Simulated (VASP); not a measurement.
These are RPA correlation on PBE orbitals, VASP's PBE PAW potentials (set 64) (plane waves; VASP) values and carry that method's errors.

VASP input:

INCAR:
```
ALGO=ACFDT
ENCUT=500
ENCUTGW=300
GGA=PE
ISMEAR=0
LASPH=.TRUE.
LCHARG=.FALSE.
LREAL=.FALSE.
LWAVE=.FALSE.
NBANDS=648
NOMEGA=12
PREC=Normal
SIGMA=0.01
SYSTEM=BP
```

### KPOINTS
```
Automatic mesh
0
Gamma
4 4 4
0 0 0
```

File POSCAR:
```
BP
1
    0.0000000000     2.3289870000     2.3289870000
    2.3289870000     0.0000000000     2.3289870000
    2.3289870000     2.3289870000     0.0000000000
B P
1 1
Direct
  0.0000000000   0.0000000000   0.0000000000
  0.2500000000   0.2500000000   0.2500000000
```

POTCAR, in this order: B_GW P_GW (PBE.64 set). Program: vasp_std. Read from the step before: WAVECAR, WAVEDER.

The resulting files:

### OSZICAR
```
energies w=
    0.000    0.354    0.000    1.157    0.000    2.273    0.000    4.039
    0.000    7.028    0.000   12.289    0.000   21.811    0.000   39.501
    0.000   73.339    0.000  140.748    0.000  286.747    0.000  707.259
NQ=   1    0.0000    0.0000    0.0000,
 performed       1964000 updates of chi_q(r,r)
NQ=   2    0.2500    0.0000    0.0000,
 performed       3928000 updates of chi_q(r,r)
NQ=   3    0.5000    0.0000    0.0000,
 performed       5892000 updates of chi_q(r,r)
NQ=   4    0.2500    0.2500    0.0000,
 performed       7856000 updates of chi_q(r,r)
NQ=   5    0.5000    0.2500    0.0000,
 performed       9820000 updates of chi_q(r,r)
NQ=   6   -0.2500    0.2500    0.0000,
 performed      11784000 updates of chi_q(r,r)
NQ=   7    0.5000    0.5000    0.0000,
 performed      13748000 updates of chi_q(r,r)
NQ=   8   -0.2500    0.5000    0.2500,
 performed      15712000 updates of chi_q(r,r)
```

**OUTCAR**
```


      cutoff energy     smooth cutoff   RPA   correlation   Hartree contr. to MP2
---------------------------------------------------------------------------------
            300.000           240.000      -12.7419022207      -20.9117259440
            285.714           228.571      -12.7161995341      -20.8849627731
            272.109           217.687      -12.6884709485      -20.8560211346
            259.151           207.321      -12.6586068481      -20.8247706543
            246.811           197.449      -12.6269129904      -20.7915172900
            235.058           188.046      -12.5924113756      -20.7552339386
            223.865           179.092      -12.5556332704      -20.7164793669
            213.204           170.564      -12.5164560903      -20.6750809758
  linear regression
  converged value                          -13.0788631335      -21.2657174316
```
(Selected blocks of OUTCAR.)

The mesh is coarse, so the correlation energy is not converged in k-points.

The compound is BP in the zinc blende structure. This cell is one point of a volume scan, at 1.08 of the reference volume. The k-mesh is coarse (spacing up to 0.58 per Å, 2π included), so the numbers may not be converged in it.
